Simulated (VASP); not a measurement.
**Bulk modulus of diamond and zinc-blende semiconductors: measurement against PBEsol**

Computed values from VASP (plane waves, PAW); cells keep the symmetry of their structure type. Static lattice, from a third-order Birch-Murnaghan fit over five volumes at each level.

Here x stands for PBEsol B0 and y for measured B0.

```
solid  PBEsol B0 (GPa)  measured B0 (GPa)  cut-off (eV)  basis of the measured value
-----  ---------------  -----------------  ------------  ---------------------------
InSb              42.8               46.1           520    0 K, zero-point corrected
InAs              55.6               58.6           520    0 K, zero-point corrected
InP               66.6               72.0           520    0 K, zero-point corrected
GaAs              69.2                  ?           520    0 K, zero-point corrected
AlAs              72.2               75.0           520    0 K, zero-point corrected
GaP               84.7               89.6           520    0 K, zero-point corrected
```

Fit y of the 5 rows that show it with a straight line. With u = x - 64, the rows have u = -21.200, -8.400, 2.600, 8.200, 20.700. Means: u 0.38000, y 68.26. About the means, the sum of products is 1057.7 and the sum of squares of u is 1021.8; the slope is their ratio. Least squares gives y = 67.87 + 1.0351·u. Residuals (row less fit): 0.17, -0.58, 1.44, -1.36, 0.30; standard error 1.21 (degrees of freedom: 3). The slope is 1.04 with a standard error of 0.038. Before the fit, PBEsol less measured has mean -3.88, mean absolute 3.88 and median absolute 3.30 GPa over these 5 rows.

Estimate the missing y (x = 69.2); what was measured?

u = 5.200, so y = 67.87 + 1.0351 × 5.200 = 73.25 GPa. The measured value is 76.7 GPa, 3.45 GPa above the prediction (7.9 % of the range of y in the table). The row lies between fitted rows. From the scatter of the fitted rows alone, a prediction at this place has a standard error of 1.33 GPa, so the miss is 2.6 times that.

Plain PBEsol misses this row by -7.5 GPa. The rows are a random draw of 6 from the 13 solids that have both values on this basis (zero-point corrected by the source), of 27 computed in this series. Not drawn: V to Ni and open 4f shells, rows kept for tests, unfit runs, cells that left their space group, values derived or compiled from fits, values whose temperature is given only as extrapolated, encyclopaedia, home-page and unnamed sources, sources from 2025 on. Measured values as quoted by these papers, many of them computational: InSb Daniel Mejia-Rodriguez et al., Physical Review B (2018), arXiv:1807.09216; InAs Daniel Mejia-Rodriguez et al., Physical Review B (2018), arXiv:1807.09216; InP Daniel Mejia-Rodriguez et al., Physical Review B (2018), arXiv:1807.09216; GaAs Daniel Mejia-Rodriguez et al., Physical Review B (2018), arXiv:1807.09216; AlAs Daniel Mejia-Rodriguez et al., Physical Review B (2018), arXiv:1807.09216; GaP Daniel Mejia-Rodriguez et al., Physical Review B (2018), arXiv:1807.09216.
